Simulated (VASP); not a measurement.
BN:

```
B N
1.0
     0.00000    1.80750    1.80750
     1.80750    0.00000    1.80750
     1.80750    1.80750    0.00000
B N
1 1
Direct
  0.00000 0.00000 0.00000
  0.25000 0.25000 0.25000
```

The cell was built by a generator and needn't be a form met in nature.

```yaml
Program: VASP 6.6.1
Task: relaxation of cell and atoms
Functional: LDA
Potentials_or_basis: VASP PAW LDA potentials, release 64 (B, N)
Cutoff: 600 eV
k_mesh: 10 × 10 × 10
Occupations: fermi-dirac, width 0.05 eV
Spin: no spin polarisation
```

At the start: pressure -10.3 GPa; volume 5.91 Å³/atom.

Task: Where does the relaxation end?

Result: Over 3 steps the energy falls by 5.2 meV/atom and the volume is 5.75 Å³/atom (-2.6 %); space group F-43m (No. 216, to 0.05 Å).

The path:
```csv
step,energy change (eV),largest force (eV/Å),pressure (GPa),volume (Å³)
1,0.0000,0.0000,-10.34,11.81
2,0.0017,0.0000,12.11,11.17
3,-0.0104,0.0000,-0.06,11.50
```

Final structure:
```xyz
2
Lattice="0.0000 1.7914 1.7914 1.7914 0.0000 1.7914 1.7914 1.7914 0.0000" Properties=species:S:1:pos:R:3 pbc="T T T"
B     0.0000    0.0000    0.0000
N     0.8957    0.8957    0.8957
```
